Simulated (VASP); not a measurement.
VASP runs on PW (a trial cell in the CrB structure, space group Cmcm) share one base input (PBE GGA, plane waves, VASP's PBE PAW potentials (set 64)) and change the settings named in each case.

**KPOINTS**
```
Automatic mesh
0
Gamma
6 6 5
0 0 0
```

**POSCAR**
```
PW
1
    1.9171090000    -5.0660280000     0.0000000000
    1.9171090000     5.0660280000     0.0000000000
    0.0000000000     0.0000000000     3.7780850000
P W
2 2
Direct
  0.5640000000   0.4360000000   0.2500000000
  0.4360000000   0.5640000000   0.7500000000
  0.8547500000   0.1452500000   0.2500000000
  0.1452500000   0.8547500000   0.7500000000
```

### INCAR
```
! general
SYSTEM  = PW
PREC    = Accurate
ENCUT   = 400
LREAL   = .FALSE.
LASPH   = .TRUE.   ! aspherical one-centre terms

! electronic loop
EDIFF   = 1E-6   ! SCF stop (eV)
NELM    = 100
ALGO    = Normal
LMAXMIX = 6   ! l cut-off of mixed one-centre charges

! smearing
ISMEAR  = 0
SIGMA   = 0.05   ! width (eV)

! functional
GGA     = PE

! ions
ISIF    = 2

! output
LWAVE   = .FALSE.
LCHARG  = .FALSE.
```

POTCAR, in this order: P W_sv (PBE.64 set). Program: vasp_std.

```tsv
change	E(σ→0) (eV/atom)	pressure (GPa)	largest force (eV/Å)	−TS (eV)	irreducible k-points
base run	-7.8714	-28.14	2.597	-0.0093	39
KPOINTS 1×1×1 Γ-centred mesh	-6.2724	-22.55	2.386	-0.0780	1
KPOINTS 2×2×2 Γ-centred mesh	-7.6519	-27.03	1.722	-0.0234	6
KPOINTS 3×3×2 Γ-centred mesh	-7.9417	-28.94	2.204	-0.0033	8
KPOINTS 4×4×3 Γ-centred mesh	-7.8442	-28.23	2.951	-0.0089	14
KPOINTS 7×7×6 Γ-centred mesh	-7.8787	-28.31	2.645	-0.0068	64
KPOINTS 9×9×8 Γ-centred mesh	-7.8755	-28.39	2.605	-0.0068	125
KPOINTS 11×11×9 Γ-centred mesh	-7.8767	-28.39	2.625	-0.0063	180
```
 Unless said otherwise, spin-orbit coupling is left out, though it shifts the bands of the heavy elements here.

Left out are runs that ran out of time, are held back, or changed the cell or the kind of run, fixed moments of cells without a moment, rows past the twelfth, gaps on odd meshes, pressures of charged cells and columns that move by less than the noise.

The structure was generated: PW was put into the CrB type (Cmcm), which need not be its known phase. The cell was not relaxed at this level, forces remain on its atoms.
